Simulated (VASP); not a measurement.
Input:

```
Be
1.0
    2.26047     0.00000     0.00000
    0.00000     3.55134     0.00000
    0.00000     0.00000    24.59468
Be
10
Cartesian
  1.13023   1.77567   8.70836
  0.00000   0.00000   8.05582
  0.00000   1.77567  10.66600
  1.13023   0.00000  10.01345
  1.13023   1.77567  12.62361
  0.00000   0.00000  11.97107
  0.00000   1.77567  14.58123
  1.13023   0.00000  13.92868
  1.13023   1.77567  16.53887
  0.00000   0.00000  15.88632
```

Level of theory: PBEsol GGA, VASP's PBE PAW potentials (set 64) (plane waves; VASP). Numerical set-up: PREC = Normal, EDIFF = 1E-5, 400 eV cut-off, 12×8×1 Γ-centred mesh, first-order Methfessel-Paxton smearing of 0.10 eV, potentials Be.

Problem. The ions are relaxed. Predict the relaxed structure.

Solution. 
```
Be
1.0
    2.26047     0.00000     0.00000
    0.00000     3.55134     0.00000
    0.00000     0.00000    24.59468
Be
10
Direct
  0.50000   0.50000   0.35396
  0.00000   0.00000   0.33399
  0.00000   0.50000   0.43231
  0.50000   0.00000   0.41053
  0.50000   0.50000   0.51099
  0.00000   0.00000   0.48901
  0.00000   0.50000   0.58947
  0.50000   0.00000   0.56769
  0.50000   0.50000   0.66601
  0.00000   0.00000   0.64604
```

Problem. How much energy does the relaxation gain?

Solution. The energy (σ→0) changes by -9.0 meV/atom, in 9 ionic steps.

The cell is a thin slab with vacuum, built from Be (hcp): (100) face.
